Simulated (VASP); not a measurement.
Ge2Sb2Te5:

```
Te Sb Ge
1.0
     6.83914   -3.06601    0.00000
     6.83914    3.06601    0.00000
    -6.83098    0.00000    6.84761
Te Sb Ge
5 2 2
Direct
  0.59470 0.59470 0.38643
  0.79529 0.79529 0.19611
  0.00832 0.00832 0.00643
  0.20652 0.20652 0.80980
  0.39996 0.39996 0.59712
  0.90171 0.90171 0.58787
  0.11187 0.11187 0.41735
  0.28429 0.28429 0.18783
  0.49734 0.49734 0.01104
```

The cell comes from a database or a generator and needn't be the stable form of this composition.

```yaml
Program: VASP 6.6.1
Task: relaxation of cell and atoms
Functional: LDA
Potentials_or_basis: VASP PAW LDA potentials, release 64 (Te, Sb, Ge_d)
Cutoff: 600 eV
k_mesh: 4 × 4 × 4
Occupations: gaussian, width 0.02 eV
Spin: no spin polarisation
```

At the start: pressure -3.4 GPa; volume 31.91 Å³/atom.

Question: Where does the relaxation end?

Answer: Over 40 steps the energy falls by 32.2 meV/atom and the volume is 29.36 Å³/atom (-8.0 %); space group Cm (No. 8, to 0.05 Å).

Step by step:
```tsv
step	energy change (eV)	largest force (eV/Å)	pressure (GPa)	volume (Å³)
1	0.0000	0.1721	-3.43	287.17
2	-0.1853	0.5104	1.74	259.68
3	-0.2281	0.3119	-0.02	267.46
4	-0.2411	0.2209	-0.01	266.47
5	-0.2440	0.1586	0.01	265.73
6	-0.2535	0.1219	0.00	265.21
7	-0.2686	0.1243	-0.01	263.64
8	-0.2692	0.1375	0.00	263.26
9	-0.2717	0.1279	0.01	263.05
10	-0.2761	0.1161	0.05	262.40
11	-0.2766	0.1147	0.07	262.11
12	-0.2784	0.1040	0.07	262.13
13	-0.2805	0.0925	0.07	262.17
14	-0.2805	0.0959	0.07	262.18
15	-0.2818	0.0939	0.03	262.45
16	-0.2845	0.0873	-0.07	263.24
17	-0.2852	0.0818	-0.26	264.83
18	-0.2857	0.0779	-0.19	264.21
19	-0.2870	0.0556	0.01	263.52
20	-0.2870	0.0651	0.08	263.33
21	-0.2876	0.0562	0.06	263.52
22	-0.2883	0.0443	0.02	263.84
23	-0.2883	0.0570	-0.04	264.48
24	-0.2886	0.0424	0.00	264.14
25	-0.2890	0.0417	-0.01	264.24
26	-0.2890	0.0415	-0.01	264.25
27	-0.2894	0.0289	-0.01	264.25
28	-0.2897	0.0236	-0.01	264.25
29	-0.2896	0.0381	0.00	264.26
30	-0.2898	0.0261	-0.01	264.26
31	-0.2899	0.0167	0.00	264.17
32	-0.2899	0.0147	0.06	263.99
33	-0.2900	0.0134	0.05	264.07
34	-0.2900	0.0113	0.01	264.20
35	-0.2901	0.0115	-0.01	264.28
36	-0.2901	0.0117	-0.01	264.30
37	-0.2901	0.0094	0.00	264.27
38	-0.2901	0.0075	0.01	264.22
39	-0.2901	0.0054	0.00	264.25
40	-0.2901	0.0045	0.00	264.27
```

Final structure:
```cif
data_structure
_symmetry_space_group_name_H-M 'P 1'
_symmetry_Int_Tables_number 1
_cell_length_a 7.3217
_cell_length_b 7.3217
_cell_length_c 9.4601
_cell_angle_alpha 130.682
_cell_angle_beta 130.682
_cell_angle_gamma 48.075
_cell_volume 264.27
loop_
_atom_site_label
_atom_site_type_symbol
_atom_site_fract_x
_atom_site_fract_y
_atom_site_fract_z
_atom_site_occupancy
Te1 Te 0.59374 0.59374 0.38238 1
Te2 Te 0.79869 0.79869 0.18826 1
Te3 Te 0.00541 0.00541 0.00071 1
Te4 Te 0.21348 0.21348 0.81676 1
Te5 Te 0.41192 0.41192 0.60329 1
Sb1 Sb 0.89226 0.89226 0.58296 1
Sb2 Sb 0.10830 0.10830 0.42461 1
Ge1 Ge 0.28610 0.28610 0.20246 1
Ge2 Ge 0.49010 0.49010 0.99857 1
```
